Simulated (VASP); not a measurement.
Input:

```
CELL_PARAMETERS angstrom
      0.00000     3.29303     3.29303
      3.29303     0.00000     3.29303
      3.29303     3.29303     0.00000
ATOMIC_POSITIONS crystal
  In 0.00000 0.00000 0.00000
  Sb 0.25000 0.25000 0.25000
```

All values below come from rev-vdW-DF2, VASP's PBE PAW potentials (set 64) (plane waves; VASP). Settings: 520 eV cut-off, 11×11×11 Γ-centred mesh, tetrahedra with Blöchl corrections, potentials In_d Sb.

Unless said otherwise, spin-orbit coupling is left out, though it shifts the bands of the heavy elements here.

Tabulate the total density of states (states/eV per cell) against energy (eV; zero at the valence-band maximum or, without a gap, the Fermi level).

| E (eV) | DOS (states/eV) |
|---|---|
| -9.93 | 0.55 |
| -9.34 | 1.29 |
| -8.87 | 2.01 |
| -8.28 | 0.00 |
| -7.69 | 0.00 |
| -7.10 | 0.00 |
| -6.62 | 0.00 |
| -6.03 | 0.00 |
| -5.44 | 2.45 |
| -4.97 | 0.84 |
| -4.38 | 0.42 |
| -3.79 | 0.24 |
| -3.32 | 0.17 |
| -2.73 | 1.89 |
| -2.14 | 1.96 |
| -1.55 | 1.93 |
| -1.08 | 1.73 |
| -0.49 | 0.53 |
| 0.10 | 0.00 |
| 0.57 | 0.08 |
| 1.17 | 0.59 |
| 1.75 | 2.86 |
| 2.35 | 1.05 |
| 2.82 | 1.07 |
| 3.41 | 1.70 |
Within 2 eV below the Fermi level the largest weight inside VASP's projection spheres is Sb p, then In p.

The compound is InSb in the zinc blende structure. It was relaxed first.
